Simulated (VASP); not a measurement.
Output of a VASP run:

OUTCAR:
```
 ion  position               nearest neighbor table
   1  0.854  0.646  0.354-   5 2.27   6 2.29   7 2.29   8 2.29   7 2.37   8 2.37   6 2.37   2 2.67
                             2 2.67   3 2.67   4 2.67   3 2.67   4 2.67
   2  0.646  0.354  0.854-   6 2.27   5 2.29   7 2.29   8 2.29   5 2.37   7 2.37   8 2.37   1 2.67
                             1 2.67   3 2.67   3 2.67   4 2.67   4 2.67
   3  0.354  0.854  0.646-   7 2.27   6 2.29   5 2.29   8 2.29   6 2.37   5 2.37   8 2.37   1 2.67
                             4 2.67   2 2.67   2 2.67   1 2.67   4 2.67
   4  0.146  0.146  0.146-   8 2.27   6 2.29   7 2.29   5 2.29   6 2.37   5 2.37   7 2.37   2 2.67
                             3 2.67   1 2.67   3 2.67   1 2.67   2 2.67
   5  0.157  0.343  0.657-   1 2.27   2 2.29   3 2.29   4 2.29   3 2.37   4 2.37   2 2.37   7 2.68
                             8 2.68   8 2.68   7 2.68   6 2.68   6 2.68
   6  0.343  0.657  0.157-   2 2.27   1 2.29   3 2.29   4 2.29   1 2.37   3 2.37   4 2.37   7 2.68
                             8 2.68   7 2.68   8 2.68   5 2.68   5 2.68
   7  0.657  0.157  0.343-   3 2.27   2 2.29   1 2.29   4 2.29   2 2.37   1 2.37   4 2.37   5 2.68
                             6 2.68   6 2.68   5 2.68   8 2.68   8 2.68
   8  0.843  0.843  0.843-   4 2.27   2 2.29   3 2.29   1 2.29   2 2.37   1 2.37   3 2.37   5 2.68
                             6 2.68   5 2.68   6 2.68   7 2.68   7 2.68
  LATTYP: Found a simple cubic cell.
 ALAT       =     4.3345460000
 Subroutine PRICEL returns:
 Original cell was already a primitive cell.
 Subroutine GETGRP returns: Found 12 space group operations
The static configuration has the point symmetry C_3 .
 The point group associated with its full space group is T   .
The dynamic configuration has the point symmetry C_3 .
 Subroutine INISYM returns: Found 12 space group operations
 Subroutine IBZKPT returns following result:
 Found     45 irreducible k-points:

 Following reciprocal coordinates:
            Coordinates               Weight
  0.000000  0.000000  0.000000      1.000000
  0.111111  0.000000  0.000000      6.000000
  0.222222  0.000000  0.000000      6.000000
  0.333333  0.000000  0.000000      6.000000
  0.444444  0.000000  0.000000      6.000000
  0.111111  0.111111  0.000000     12.000000
  0.222222  0.111111  0.000000     12.000000
 -0.111111  0.222222  0.000000     12.000000
  0.333333  0.111111  0.000000     12.000000
 -0.111111  0.333333  0.000000     12.000000
  0.444444  0.111111  0.000000     12.000000
 -0.111111  0.444444  0.000000     12.000000
  0.222222  0.222222  0.000000     12.000000
  0.333333  0.222222  0.000000     12.000000
 -0.222222  0.333333  0.000000     12.000000
  0.444444  0.222222  0.000000     12.000000
 -0.222222  0.444444  0.000000     12.000000
  0.333333  0.333333  0.000000     12.000000
  0.444444  0.333333  0.000000     12.000000
 -0.333333  0.444444  0.000000     12.000000
  0.444444  0.444444  0.000000     12.000000
  0.111111  0.111111  0.111111      8.000000
  0.222222  0.111111  0.111111     24.000000
  0.333333  0.111111  0.111111     24.000000
  0.444444  0.111111  0.111111     24.000000
  0.222222  0.222222  0.111111     24.000000
  0.333333  0.222222  0.111111     24.000000
 -0.222222  0.333333  0.111111     24.000000
  0.444444  0.222222  0.111111     24.000000
 -0.222222  0.444444  0.111111     24.000000
  0.333333  0.333333  0.111111     24.000000
  0.444444  0.333333  0.111111     24.000000
 -0.333333  0.444444  0.111111     24.000000
  0.444444  0.444444  0.111111     24.000000
  0.222222  0.222222  0.222222      8.000000
  0.333333  0.222222  0.222222     24.000000
  0.444444  0.222222  0.222222     24.000000
  0.333333  0.333333  0.222222     24.000000
  0.444444  0.333333  0.222222     24.000000
 -0.333333  0.444444  0.222222     24.000000
   k-points           NKPTS =     45   k-points in BZ     NKDIM =     45   number of bands    NBANDS=     31
   number of dos      NEDOS =    301   number of ions     NIONS =      8
   total plane-waves  NPLWV =  13824
   dimension x,y,z NGX =    24 NGY =   24 NGZ =   24
   dimension x,y,z NGXF=    48 NGYF=   48 NGZF=   48
   ions per type =               4   4
   PREC   = accura    normal or accurate (medium, high low for compatibility)
   ISTART =      0    job   : 0-new  1-cont  2-samecut
   ICHARG =      2    charge: 1-file 2-atom 10-const
...
```

File OSZICAR:
```
       N       E                     dE             d eps       ncg     rms          rms(c)
DAV:   1     0.271783480921E+03    0.27178E+03   -0.15561E+04  2790   0.125E+03
DAV:   2    -0.361501358678E+02   -0.30793E+03   -0.29949E+03  2790   0.335E+02
DAV:   3    -0.593578687104E+02   -0.23208E+02   -0.22668E+02  3330   0.106E+02
DAV:   4    -0.602897774502E+02   -0.93191E+00   -0.92709E+00  3484   0.212E+01
DAV:   5    -0.603305116684E+02   -0.40734E-01   -0.40723E-01  3727   0.376E+00    0.293E+01
DAV:   6    -0.646824876218E+02   -0.43520E+01   -0.16694E+02  3954   0.141E+02    0.244E+01
DAV:   7    -0.544964576371E+02    0.10186E+02   -0.63786E+01  3800   0.996E+01    0.878E+00
DAV:   8    -0.545799327914E+02   -0.83475E-01   -0.36554E+00  3312   0.115E+01    0.294E+00
DAV:   9    -0.544884626677E+02    0.91470E-01   -0.30866E-01  4288   0.609E+00    0.117E+00
DAV:  10    -0.544821485604E+02    0.63141E-02   -0.24597E-02  4451   0.113E+00    0.245E-01
DAV:  11    -0.544816240508E+02    0.52451E-03   -0.19942E-03  4161   0.387E-01    0.987E-02
DAV:  12    -0.544815715288E+02    0.52522E-04   -0.20983E-04  3972   0.148E-01    0.259E-02
DAV:  13    -0.544815695400E+02    0.19888E-05   -0.43496E-05  4440   0.410E-02    0.356E-02
DAV:  14    -0.544815676944E+02    0.18456E-05   -0.19234E-05  3577   0.247E-02    0.130E-02
DAV:  15    -0.544815674569E+02    0.23748E-06   -0.14056E-06  2186   0.110E-02
   1 F= -.54481567E+02 E0= -.54446891E+02  d E =-.693529E-01
```

**OUTCAR**
```
------------------------ aborting loop because EDIFF is reached ----------------------------------------
  FORCE on cell =-STRESS in cart. coord.  units (eV):
  Direction    XX          YY          ZZ          XY          YZ          ZX
  --------------------------------------------------------------------------------------
  Total        8.5152534      8.5152534      8.5152534      0.0000000      0.0000000      0.0000000
  in kB      167.5241062    167.5241062    167.5241062      0.0000000      0.0000000      0.0000000
  external PRESSURE =     167.5241062 kB  Pullay stress =       0.0000000 kB
  volume of cell :       81.44
      direct lattice vectors                 reciprocal lattice vectors
     4.334546000  0.000000000  0.000000000     0.230704669  0.000000000  0.000000000
     0.000000000  4.334546000  0.000000000     0.000000000  0.230704669  0.000000000
     0.000000000  0.000000000  4.334546000     0.000000000  0.000000000  0.230704669
 POSITION                                       TOTAL-FORCE (eV/Angst)
 -----------------------------------------------------------------------------------
      3.70214      2.79968      1.53486        -0.046502      0.046502     -0.046502
      2.79968      1.53486      3.70214         0.046502     -0.046502     -0.046502
      1.53486      3.70214      2.79968        -0.046502     -0.046502      0.046502
      0.63241      0.63241      0.63241         0.046502      0.046502      0.046502
      0.67853      1.48874      2.84580        -0.031893      0.031893     -0.031893
      1.48874      2.84580      0.67853         0.031893     -0.031893     -0.031893
      2.84580      0.67853      1.48874        -0.031893     -0.031893      0.031893
      3.65602      3.65602      3.65602         0.031893      0.031893      0.031893
 -----------------------------------------------------------------------------------
    total drift:                               -0.000001      0.000001     -0.000000
  FREE ENERGIE OF THE ION-ELECTRON SYSTEM (eV)
  ---------------------------------------------------
  free  energy   TOTEN  =       -54.4815674569 eV

  energy  without entropy=      -54.4122145196  energy(sigma->0) =      -54.44689099
```
(Selected blocks of OUTCAR.)

POSCAR:
```
CoSi
1
    4.3345460000     0.0000000000     0.0000000000
    0.0000000000     4.3345460000     0.0000000000
    0.0000000000     0.0000000000     4.3345460000
Co Si
4 4
Direct
  0.8541000000   0.6459000000   0.3541000000
  0.6459000000   0.3541000000   0.8541000000
  0.3541000000   0.8541000000   0.6459000000
  0.1459000000   0.1459000000   0.1459000000
  0.1565400000   0.3434600000   0.6565400000
  0.3434600000   0.6565400000   0.1565400000
  0.6565400000   0.1565400000   0.3434600000
  0.8434600000   0.8434600000   0.8434600000
```

Question: Reconstruct the remaining input files.

Answer: This is not unique; one that fits is the input of the run itself, PBE GGA, plane waves, VASP's PBE PAW potentials (set 64).

INCAR:
```
SYSTEM = CoSi
PREC = Accurate
ENCUT = 300
EDIFF = 1E-6
NELM = 100
ALGO = Normal
LREAL = .FALSE.
LASPH = .TRUE.
ISMEAR = 0
SIGMA = 0.272
GGA = PE
LMAXMIX = 4
LWAVE = .FALSE.
LCHARG = .FALSE.
ISIF = 2
```

File KPOINTS:
```
Automatic mesh
0
Gamma
9 9 9
0 0 0
```

POTCAR, in this order: Co Si (PBE.64 set). Program: vasp_std.

At this cut-off the stress carries a Pulay error, which pulls relaxed volumes low.

The structure comes from a computed database's CoSi entry; how it stands against other phases isn't given here. The cell was not relaxed at this level, and its volume differs by -5.9 % from the start's. The run is not spin-polarised, so no magnetic state was tried.
